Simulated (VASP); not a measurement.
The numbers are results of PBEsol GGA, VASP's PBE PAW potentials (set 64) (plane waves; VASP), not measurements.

The input files of a VASP run:

File POSCAR:
```
Ta2Co
1.0
 -3.0421400000   3.0421400000   2.4827600000
  3.0421400000  -3.0421400000   2.4827600000
  3.0421400000   3.0421400000  -2.4827600000
Ta Co
4 2
Cartesian
  4.0238385780   0.9816985780  -0.0000000000
 -0.9816985780   2.0604414220   2.4827600000
  2.0604414220   0.9816985780   2.4827600000
  0.9816985780   2.0604414220   0.0000000000
  0.0000000000   0.0000000000   3.7241400000
  0.0000000000   0.0000000000   1.2413800000
```

INCAR:
```
SYSTEM = Ta2Co
PREC = Accurate; ENCUT = 300; LREAL = .False.
LASPH = .True.
EDIFF = 1E-6; NELM = 100; ALGO = Normal
LMAXMIX = 6
ISMEAR = -1; SIGMA = 0.1
GGA = PS
ISIF = 2
LWAVE = .False.; LCHARG = .False.
```

KPOINTS:
```
Automatic mesh
0
G
6 6 6
0 0 0
```

POTCAR, in this order: Ta_pv Co (PBE.64 set). Program: vasp_std.

The resulting files:

### OSZICAR
```
       N       E                     dE             d eps       ncg     rms          rms(c)
DAV:   1     0.461728982868E+03    0.46173E+03   -0.23809E+04  2228   0.128E+03
DAV:   2    -0.370311744150E+02   -0.49876E+03   -0.48689E+03  2285   0.413E+02
DAV:   3    -0.712895257287E+02   -0.34258E+02   -0.31518E+02  2728   0.105E+02
DAV:   4    -0.732338691355E+02   -0.19443E+01   -0.18981E+01  2872   0.226E+01
DAV:   5    -0.733041928941E+02   -0.70324E-01   -0.70156E-01  3272   0.419E+00    0.376E+01
DAV:   6    -0.914140571854E+02   -0.18110E+02   -0.18512E+02  3039   0.140E+02    0.419E+01
DAV:   7    -0.674480798812E+02    0.23966E+02   -0.75851E+01  2966   0.801E+01    0.136E+01
DAV:   8    -0.687549810779E+02   -0.13069E+01   -0.15973E+01  3385   0.248E+01    0.140E+01
DAV:   9    -0.674747457257E+02    0.12802E+01   -0.10754E+01  3188   0.267E+01    0.418E+00
DAV:  10    -0.674374031598E+02    0.37343E-01   -0.35629E-01  3077   0.417E+00    0.268E+00
DAV:  11    -0.674013395063E+02    0.36064E-01   -0.52967E-02  3254   0.153E+00    0.161E+00
DAV:  12    -0.673830538965E+02    0.18286E-01   -0.50572E-02  3228   0.218E+00    0.217E-01
DAV:  13    -0.673836378895E+02   -0.58399E-03   -0.52316E-03  2528   0.360E-01    0.219E-01
DAV:  14    -0.673834956513E+02    0.14224E-03   -0.24595E-04  3340   0.973E-02    0.151E-01
DAV:  15    -0.673833446342E+02    0.15102E-03   -0.45154E-04  3259   0.219E-01    0.166E-02
DAV:  16    -0.673833464778E+02   -0.18436E-05   -0.30596E-05  2303   0.270E-02    0.103E-02
DAV:  17    -0.673833466995E+02   -0.22169E-06   -0.11176E-06  1519   0.716E-03
   1 F= -.67383347E+02 E0= -.67294789E+02  d E =-.177116E+00
```

File OUTCAR:
```
------------------------ aborting loop because EDIFF is reached ----------------------------------------
  FORCE on cell =-STRESS in cart. coord.  units (eV):
  Direction    XX          YY          ZZ          XY          YZ          ZX
  --------------------------------------------------------------------------------------
  Total       -2.2755400     -2.2755400     -2.8990326      0.0000000      0.0000000      0.0000000
  in kB      -39.6681495    -39.6681495    -50.5371280      0.0000000      0.0000000      0.0000000
  external PRESSURE =     -43.2911423 kB  Pullay stress =       0.0000000 kB
  volume of cell :       91.91
      direct lattice vectors                 reciprocal lattice vectors
    -3.042140000  3.042140000  2.482760000     0.000000000  0.164357985  0.201388777
     3.042140000 -3.042140000  2.482760000     0.164357985  0.000000000  0.201388777
     3.042140000  3.042140000 -2.482760000     0.164357985  0.164357985  0.000000000
 POSITION                                       TOTAL-FORCE (eV/Angst)
 -----------------------------------------------------------------------------------
      4.02384      0.98170      0.00000         0.004919      0.004919      0.000000
     -0.98170      2.06044      2.48276        -0.004919     -0.004919     -0.000000
      2.06044      0.98170      2.48276        -0.004919      0.004919      0.000000
      0.98170      2.06044      0.00000         0.004919     -0.004919      0.000000
      0.00000      0.00000      3.72414         0.000000      0.000000     -0.000000
      0.00000      0.00000      1.24138         0.000000      0.000000     -0.000000
 -----------------------------------------------------------------------------------
    total drift:                               -0.000000     -0.000000      0.000000
  FREE ENERGIE OF THE ION-ELECTRON SYSTEM (eV)
  ---------------------------------------------------
  free  energy   TOTEN  =       -67.3833466995 eV

  energy  without entropy=      -67.2062308114  energy(sigma->0) =      -67.29478876
```
(Selected blocks of OUTCAR.)

### OUTCAR
```
 val. band max:        6.8234564422   @ k =  -0.3333   0.3333   0.1667

 cond. band min:       6.8382992697   @ k =   0.3333   0.1667   0.1667


 Fermi energy:         6.8323998513

 k-point     1 :       0.0000    0.0000    0.0000
  band No.  band energies     occupation
      1     -27.5167      2.00000
      2     -27.4331      2.00000
      3     -27.3522      2.00000
      4     -27.3522      2.00000
      5     -27.2736      2.00000
      6     -27.2736      2.00000
      7     -27.1330      2.00000
      8     -27.1003      2.00000
      9     -27.0493      2.00000
     10     -26.7860      2.00000
     11     -26.7757      2.00000
     12     -26.7757      2.00000
     13      -1.6617      2.00000
     14       2.4814      2.00000
     15       2.6703      2.00000
     16       3.0237      2.00000
     17       3.0237      2.00000
     18       3.8517      2.00000
     19       4.0631      2.00000
     20       4.7783      2.00000
     21       4.8848      2.00000
     22       5.1611      2.00000
     23       5.2046      2.00000
     24       5.2046      2.00000
     25       5.6003      1.99999
     26       5.6003      1.99999
     27       5.9780      1.99961
     28       6.2967      1.99061
     29       6.2967      1.99061
     30       6.5394      1.89863
     31       6.6704      1.66966
     32       6.6704      1.66966
     33       7.3371      0.01277
     34       7.7881      0.00014
     35       7.9043      0.00004
     36       8.1705      0.00000
     37       8.4492      0.00000

 k-point     2 :       0.1667    0.0000   -0.0000
  band No.  band energies     occupation
      1     -27.5464      2.00000
      2     -27.4618      2.00000
      3     -27.3945      2.00000
      4     -27.3383      2.00000
      5     -27.2126      2.00000
      6     -27.2119      2.00000
      7     -27.1385      2.00000
      8     -27.0544      2.00000
      9     -27.0424      2.00000
     10     -26.8602      2.00000
     11     -26.7883      2.00000
...
```

At this cut-off the stress carries a Pulay error, which pulls relaxed volumes low. Unless said otherwise, spin-orbit coupling is left out, though it shifts the bands of the heavy elements here.

The structure comes from a computed database's Ta2Co entry (I4/mcm); how it stands against other phases isn't given here. The cell was not relaxed at this level. The run is not spin-polarised, so no magnetic state was tried.
